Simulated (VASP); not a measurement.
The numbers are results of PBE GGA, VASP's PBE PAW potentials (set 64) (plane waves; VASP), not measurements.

A VASP calculation is set up with these files.

### POSCAR
```
KBr
1
    0.0000000000     3.3526307467     3.3526307467
    3.3526307467     0.0000000000     3.3526307467
    3.3526307467     3.3526307467     0.0000000000
K Br
1 1
Direct
  0.0000000000   0.0000000000   0.0000000000
  0.5000000000   0.5000000000   0.5000000000
```

INCAR:
```
LREAL = F   # projection in real space or not
LASPH = T
ALGO = Normal
LMAXMIX = 4   # l cut-off of mixed one-centre charges
PREC = Accurate
SIGMA = 0.05
ISMEAR = 0
LWAVE = F
NELM = 100
EDIFF = 1E-6
ENCUT = 520
GGA = PE   # PBE
LCHARG = T
SYSTEM = KBr
```

### KPOINTS
```
Regular mesh
0
gamma
6 6 6
0 0 0
```

POTCAR, in this order: K_sv Br (PBE.64 set). Program: vasp_std.

What will the output report for the number of irreducible k-points (NKPTS), largest plane-wave count, number of space-group operations, FFT grid (NGX, NGY, NGZ)?

The number of irreducible k-points (NKPTS) is 16. The largest plane-wave count comes out as 2085, the number of space-group operations is 48 and the FFT grid (NGX, NGY, NGZ) is 36 × 36 × 36.

The compound is KBr in the rock salt structure. It was relaxed first.
